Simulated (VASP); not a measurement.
Output of a VASP run:

OSZICAR:
```
...
RMM:   2    -0.422582220080E+03   -0.51312E-04   -0.63522E-04   712   0.564E-02    0.160E-02
RMM:   3    -0.422582226082E+03   -0.60021E-05   -0.10417E-04   659   0.210E-02    0.113E-02
RMM:   4    -0.422582223653E+03    0.24286E-05   -0.16010E-05   431   0.909E-03
  20 F= -.42258222E+03 E0= -.42258222E+03  d E =-.503458E-04  mag=     1.0000
       N       E                     dE             d eps       ncg     rms          rms(c)
DAV:   1    -0.422582249216E+03   -0.23134E-04   -0.36762E-03   720   0.157E-01    0.113E-02
RMM:   2    -0.422582254474E+03   -0.52579E-05   -0.65367E-05   583   0.180E-02    0.502E-03
RMM:   3    -0.422582254781E+03   -0.30685E-06   -0.83113E-06   393   0.650E-03    0.324E-03
RMM:   4    -0.422582254564E+03    0.21709E-06   -0.15004E-06   328   0.280E-03
  21 F= -.42258225E+03 E0= -.42258225E+03  d E =-.812560E-04  mag=     1.0000
       N       E                     dE             d eps       ncg     rms          rms(c)
DAV:   1    -0.422582301477E+03   -0.46696E-04   -0.21765E-02   720   0.383E-01    0.282E-02
RMM:   2    -0.422582332321E+03   -0.30845E-04   -0.39814E-04   713   0.454E-02    0.129E-02
RMM:   3    -0.422582335863E+03   -0.35418E-05   -0.65879E-05   602   0.170E-02    0.907E-03
RMM:   4    -0.422582334236E+03    0.16271E-05   -0.11284E-05   429   0.759E-03
  22 F= -.42258233E+03 E0= -.42258233E+03  d E =-.796725E-04  mag=     1.0000
       N       E                     dE             d eps       ncg     rms          rms(c)
DAV:   1    -0.422582345885E+03   -0.10021E-04   -0.18198E-03   752   0.111E-01    0.780E-03
RMM:   2    -0.422582348319E+03   -0.24346E-05   -0.31080E-05   472   0.126E-02    0.361E-03
RMM:   3    -0.422582348439E+03   -0.11955E-06   -0.37954E-06   369   0.460E-03    0.227E-03
RMM:   4    -0.422582348310E+03    0.12854E-06   -0.55581E-07   243   0.201E-03
  23 F= -.42258235E+03 E0= -.42258235E+03  d E =-.937466E-04  mag=     1.0000
       N       E                     dE             d eps       ncg     rms          rms(c)
DAV:   1    -0.422582381905E+03   -0.33466E-04   -0.14214E-02   720   0.309E-01    0.224E-02
RMM:   2    -0.422582401301E+03   -0.19396E-04   -0.25455E-04   712   0.364E-02    0.105E-02
RMM:   3    -0.422582403345E+03   -0.20446E-05   -0.41110E-05   535   0.137E-02    0.722E-03
RMM:   4    -0.422582402359E+03    0.98645E-06   -0.74144E-06   428   0.613E-03
  24 F= -.42258240E+03 E0= -.42258240E+03  d E =-.540485E-04  mag=     1.0000
       N       E                     dE             d eps       ncg     rms          rms(c)
DAV:   1    -0.422582406771E+03   -0.34263E-05   -0.57550E-04   768   0.625E-02    0.429E-03
RMM:   2    -0.422582407518E+03   -0.74651E-06   -0.96957E-06   385   0.705E-03    0.206E-03
RMM:   3    -0.422582407525E+03   -0.70868E-08   -0.81063E-07   260   0.242E-03    0.128E-03
RMM:   4    -0.422582407465E+03    0.60092E-07   -0.18066E-07   140   0.156E-03
  25 F= -.42258241E+03 E0= -.42258241E+03  d E =-.591547E-04  mag=     1.0000
       N       E                     dE             d eps       ncg     rms          rms(c)
DAV:   1    -0.422582463920E+03   -0.56395E-04   -0.10852E-02   720   0.270E-01    0.189E-02
RMM:   2    -0.422582478379E+03   -0.14459E-04   -0.18495E-04   712   0.308E-02    0.854E-03
RMM:   3    -0.422582480094E+03   -0.17146E-05   -0.29571E-05   505   0.117E-02    0.582E-03
RMM:   4    -0.422582479569E+03    0.52465E-06   -0.52858E-06   428   0.513E-03
  26 F= -.42258248E+03 E0= -.42258248E+03  d E =-.721042E-04  mag=     1.0000
```

**OUTCAR**
```
------------------------ aborting loop because EDIFF is reached ----------------------------------------
  FORCE on cell =-STRESS in cart. coord.  units (eV):
  Direction    XX          YY          ZZ          XY          YZ          ZX
  --------------------------------------------------------------------------------------
  Total       -5.3452570     -4.9291101    -10.7902041     -0.0410495     -0.0078256      0.0074523
  in kB       -9.8814262     -9.1121228    -19.9471430     -0.0758855     -0.0144666      0.0137765
  external PRESSURE =     -12.9802307 kB  Pullay stress =       0.0000000 kB
  volume of cell :      866.68
      direct lattice vectors                 reciprocal lattice vectors
     4.868317892 -8.432173817  0.000000000     0.102704879 -0.059296690  0.000000000
     4.868317892  8.432173817  0.000000000     0.102704879  0.059296690  0.000000000
     0.000000000  0.000000000 10.556283981     0.000000000  0.000000000  0.094730305
  FREE ENERGIE OF THE ION-ELECTRON SYSTEM (eV)
  ---------------------------------------------------
  free  energy   TOTEN  =      -422.5824795691 eV

  energy  without entropy=     -422.5824795691  energy(sigma->0) =     -422.58247957

 total charge

# of ion       s       p       d       tot
------------------------------------------
    1        0.994   1.343   0.358   2.696
    2        0.993   1.340   0.356   2.690
    3        0.994   1.336   0.354   2.685
    4        0.994   1.341   0.357   2.692
    5        0.994   1.343   0.358   2.696
    6        0.993   1.340   0.356   2.690
    7        0.994   1.337   0.355   2.686
    8        0.999   1.324   0.346   2.669
    9        0.994   1.341   0.357   2.692
   10        0.993   1.340   0.356   2.690
   11        0.994   1.342   0.357   2.694
   12        0.999   1.323   0.345   2.668
   13        0.994   1.344   0.358   2.697
   14        0.994   1.340   0.357   2.691
   15        0.994   1.336   0.354   2.685
   16        1.028   1.210   0.274   2.512
   17        1.019   1.238   0.299   2.555
   18        0.994   1.340   0.357   2.691
   19        0.998   1.341   0.359   2.697
   20        1.029   1.213   0.275   2.517
   21        0.994   1.343   0.358   2.696
   22        0.993   1.341   0.356   2.690
   23        0.994   1.337   0.355   2.686
   24        0.999   1.324   0.346   2.669
   25        0.994   1.343   0.357   2.694
   26        0.993   1.340   0.356   2.690
   27        0.994   1.347   0.358   2.699
   28        0.994   1.342   0.357   2.693
   29        0.994   1.344   0.358   2.696
   30        0.994   1.340   0.357   2.691
   31        0.994   1.337   0.354   2.685
   32        1.028   1.212   0.275   2.514
   33        0.994   1.344   0.358   2.696
   34        0.993   1.340   0.356   2.689
   35        0.994   1.336   0.354   2.685
   36        0.994   1.341   0.357   2.692
   37        1.247   2.422   0.000   3.668
   38        1.239   2.447   0.000   3.687
   39        1.240   2.444   0.000   3.684
   40        1.239   2.448   0.000   3.687
   41        1.247   2.422   0.000   3.669
   42        1.240   2.445   0.000   3.685
   43        1.240   2.445   0.000   3.684
   44        1.240   2.445   0.000   3.685
   45        1.240   2.444   0.000   3.685
   46        1.240   2.445   0.000   3.685
   47        1.239   2.448   0.000   3.687
   48        1.240   2.445   0.000   3.685
...
```
(Selected blocks of OUTCAR.)

**POSCAR**
```
Ga36N35
1
    4.8683178924    -8.4321738171     0.0000000000
    4.8683178924     8.4321738171     0.0000000000
    0.0000000000     0.0000000000    10.5562839808
Ga N
36 35
Direct
  0.2222220000   0.1111110000   0.2500000000
  0.1111110000   0.2222220000   0.0000000000
  0.2222220000   0.1111110000   0.7500000000
  0.1111110000   0.2222220000   0.5000000000
  0.2222220000   0.4444440000   0.2500000000
  0.1111110000   0.5555560000   0.0000000000
  0.2222220000   0.4444440000   0.7500000000
  0.1111110000   0.5555560000   0.5000000000
  0.2222220000   0.7777780000   0.2500000000
  0.1111110000   0.8888890000   0.0000000000
  0.2222220000   0.7777780000   0.7500000000
  0.1111110000   0.8888890000   0.5000000000
  0.5555560000   0.1111110000   0.2500000000
  0.4444440000   0.2222220000   0.0000000000
  0.5555560000   0.1111110000   0.7500000000
  0.4421790000   0.2200230000   0.4968720000
  0.5545870000   0.4384080000   0.2463480000
  0.4444440000   0.5555560000   0.0000000000
  0.5555560000   0.4444440000   0.7500000000
  0.4395550000   0.5501220000   0.5034650000
  0.5555560000   0.7777780000   0.2500000000
  0.4444440000   0.8888890000   0.0000000000
  0.5555560000   0.7777780000   0.7500000000
  0.4444440000   0.8888890000   0.5000000000
  0.8888890000   0.1111110000   0.2500000000
  0.7777780000   0.2222220000   0.0000000000
  0.8888890000   0.1111110000   0.7500000000
  0.7777780000   0.2222220000   0.5000000000
  0.8888890000   0.4444440000   0.2500000000
  0.7777780000   0.5555560000   0.0000000000
  0.8888890000   0.4444440000   0.7500000000
  0.7760360000   0.5537090000   0.5038200000
  0.8888890000   0.7777780000   0.2500000000
  0.7777780000   0.8888890000   0.0000000000
  0.8888890000   0.7777780000   0.7500000000
  0.7777780000   0.8888890000   0.5000000000
  0.2239110000   0.1170520000   0.4344490000
  0.1111110000   0.2222220000   0.1885000000
  0.2222220000   0.1111110000   0.9385000000
  0.1111110000   0.2222220000   0.6885000000
  0.2174900000   0.4446560000   0.4347650000
  0.1111110000   0.5555560000   0.1885000000
  0.2222220000   0.4444440000   0.9385000000
  0.1111110000   0.5555560000   0.6885000000
  0.2222220000   0.7777780000   0.4385000000
  0.1111110000   0.8888890000   0.1885000000
  0.2222220000   0.7777780000   0.9385000000
  0.1111110000   0.8888890000   0.6885000000
  0.5574610000   0.1172660000   0.4349410000
  0.4427000000   0.2158220000   0.1881800000
  0.5555560000   0.1111110000   0.9385000000
  0.4463350000   0.2261090000   0.6891220000
  0.4452980000   0.5516620000   0.1931410000
  0.5555560000   0.4444440000   0.9385000000
  0.4492170000   0.5551140000   0.6884760000
  0.5615610000   0.7803130000   0.4357970000
  0.4444440000   0.8888890000   0.1885000000
  0.5555560000   0.7777780000   0.9385000000
  0.4444440000   0.8888890000   0.6885000000
  0.8888890000   0.1111110000   0.4385000000
  0.7777780000   0.2222220000   0.1885000000
  0.8888890000   0.1111110000   0.9385000000
  0.7777780000   0.2222220000   0.6885000000
  0.8895540000   0.4395230000   0.4346840000
  0.7842390000   0.5568250000   0.1885870000
  0.8888890000   0.4444440000   0.9385000000
  0.7728730000   0.5509890000   0.6918460000
  0.8844340000   0.7747180000   0.4387610000
  0.7777780000   0.8888890000   0.1885000000
  0.8888890000   0.7777780000   0.9385000000
  0.7777780000   0.8888890000   0.6885000000
```

Question: Reconstruct the remaining input files.

Answer: Several could match; the one computed here: the input of the run itself, PBE GGA, plane waves, VASP's PBE PAW potentials (set 64).

### INCAR
```
SYSTEM = Ga36N35
PREC = Normal; ENCUT = 400; LREAL = Auto
LASPH = .TRUE.; ISYM = 0
EDIFF = 1E-5; NELM = 100; NELMIN = 4
ALGO = Fast; LMAXMIX = 4
ISMEAR = 0; SIGMA = 0.05
GGA = PE
ISPIN = 2; MAGMOM = 71*0.0141; NUPDOWN = 1
IBRION = 2; NSW = 60; ISIF = 2
EDIFFG = -0.03
LWAVE = .TRUE.; LCHARG = .FALSE.; LORBIT = 10
```

KPOINTS:
```
Regular mesh
0
Gamma
1 1 1
```

POTCAR, in this order: Ga N (PBE.64 set). Program: vasp_gam.

At this cut-off the stress carries a Pulay error, which pulls relaxed volumes low. The supercell is sampled at Γ alone, which is coarse: total energies, pressure and levels can be off, energies of defects by several tenths of an eV.

The cell is a supercell with a defect, built from GaN (wurtzite): vac_N.
